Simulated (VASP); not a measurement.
Given:

```
WSb
1.0
    3.25338     0.00000     0.00000
   -1.62669     2.81751     0.00000
    0.00000     0.00000     8.12419
W Sb
2 2
Direct
  0.00000   0.00000   0.00000
  0.00000   0.00000   0.50000
  0.33333   0.66667   0.25000
  0.66667   0.33333   0.75000
```

The numbers are results of PBEsol GGA, VASP's PBE PAW potentials (set 64) (plane waves; VASP), not measurements. Run with 400 eV cut-off, 12×12×5 Γ-centred mesh, tetrahedra with Blöchl corrections, potentials W_sv Sb.

Unless said otherwise, spin-orbit coupling is left out, though it shifts the bands of the heavy elements here.

Task: Estimate the energy per atom (σ→0), band gap (on the k-mesh) with the smallest direct gap where there is one.

Result: 
band gap (on the k-mesh): none (metal, semimetal or under 0.01 eV)
energy per atom (σ→0): -821.7 kJ/mol-atom

The absolute energy has meaning only against runs of the same code, potentials and settings.

The structure was generated: WSb was put into the NiAs type type (P6_3/mmc), which need not be its known phase. It was relaxed first, which changed the volume by -44 %.
